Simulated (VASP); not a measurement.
All values below come from PBE GGA with D3 dispersion (Becke-Johnson damping), VASP's PBE PAW potentials (set 64) (plane waves; VASP).

VASP ran on this input.

### KPOINTS
```
Automatic
0
G
  10 10 10
```

INCAR:
```
PREC  =  Accurate
ISIF  =  2   # forces and stress, cell fixed
ISMEAR  =  0
NELM  =  100   # most electronic steps
GGA  =  PE
SIGMA  =  0.05   # width (eV)
LCHARG  =  .FALSE.
SYSTEM  =  BP
ENCUT  =  520   # plane-wave cut-off (eV)
ALGO  =  Normal   # blocked Davidson
LWAVE  =  .FALSE.
LASPH  =  .TRUE.   # aspherical one-centre terms
EDIFF  =  1E-7
IVDW  =  12   # D3, Becke-Johnson
LREAL  =  .FALSE.
```

**POSCAR**
```
BP
3.1535360
  0.0000000000   0.7071066706   0.7071066706
  0.7071066706   0.0000000000   0.7071066706
  0.7071066706   0.7071066706   0.0000000000
B P
1 1
Cartesian
  0.0000000000   0.0000000000   0.0000000000
  0.3535533353   0.3535533353   0.3535533353
```

POTCAR, in this order: B P (PBE.64 set). Program: vasp_std.

Output

OSZICAR:
```
       N       E                     dE             d eps       ncg     rms          rms(c)
DAV:   1     0.100998798294E+02    0.10100E+02   -0.41889E+03   760   0.906E+02
DAV:   2    -0.134916670526E+02   -0.23592E+02   -0.22179E+02  1176   0.112E+02
DAV:   3    -0.137127745774E+02   -0.22111E+00   -0.22111E+00   920   0.146E+01
DAV:   4    -0.137132554878E+02   -0.48091E-03   -0.48091E-03  1192   0.665E-01
DAV:   5    -0.137132558020E+02   -0.31420E-06   -0.31420E-06   944   0.121E-02    0.777E+00
DAV:   6    -0.130055781359E+02    0.70768E+00   -0.18210E+00   848   0.761E+00    0.422E+00
DAV:   7    -0.128975687608E+02    0.10801E+00   -0.31987E-01  1160   0.346E+00    0.137E+00
DAV:   8    -0.128889433185E+02    0.86254E-02   -0.29959E-02   792   0.122E+00    0.237E-01
DAV:   9    -0.128892445531E+02   -0.30123E-03   -0.47609E-04  1120   0.208E-01    0.141E-01
DAV:  10    -0.128894326882E+02   -0.18814E-03   -0.27117E-04   856   0.132E-01    0.263E-02
DAV:  11    -0.128894431755E+02   -0.10487E-04   -0.12955E-05  1080   0.317E-02    0.348E-02
DAV:  12    -0.128894438885E+02   -0.71303E-06   -0.30681E-06   816   0.117E-02    0.791E-03
DAV:  13    -0.128894438270E+02    0.61492E-07   -0.71533E-08   664   0.228E-03
   1 F= -.13571002E+02 E0= -.13571002E+02  d E =-.722216E-13
```

**OUTCAR**
```
------------------------ aborting loop because EDIFF is reached ----------------------------------------
 Edisp (eV)   -0.68156
  FORCE on cell =-STRESS in cart. coord.  units (eV):
  Direction    XX          YY          ZZ          XY          YZ          ZX
  --------------------------------------------------------------------------------------
  Total       0.76022     0.76022     0.76022     0.00000     0.00000    -0.00000
  in kB      54.92556    54.92556    54.92556     0.00000     0.00000    -0.00000
  external pressure =       54.93 kB  Pullay stress =        0.00 kB
  volume of cell :       22.18
      direct lattice vectors                 reciprocal lattice vectors
     0.000000000  2.229886342  2.229886342    -0.224226675  0.224226675  0.224226675
     2.229886342  0.000000000  2.229886342     0.224226675 -0.224226675  0.224226675
     2.229886342  2.229886342  0.000000000     0.224226675  0.224226675 -0.224226675
  FREE ENERGIE OF THE ION-ELECTRON SYSTEM (eV)
  ---------------------------------------------------
  free  energy   TOTEN  =       -13.5710019545 eV

  energy  without entropy=      -13.5710019545  energy(sigma->0) =      -13.57100195
```
(Selected blocks of OUTCAR.)

The compound is BP in the zinc blende structure. This cell is one point of a volume scan, at 0.97 of the reference volume.
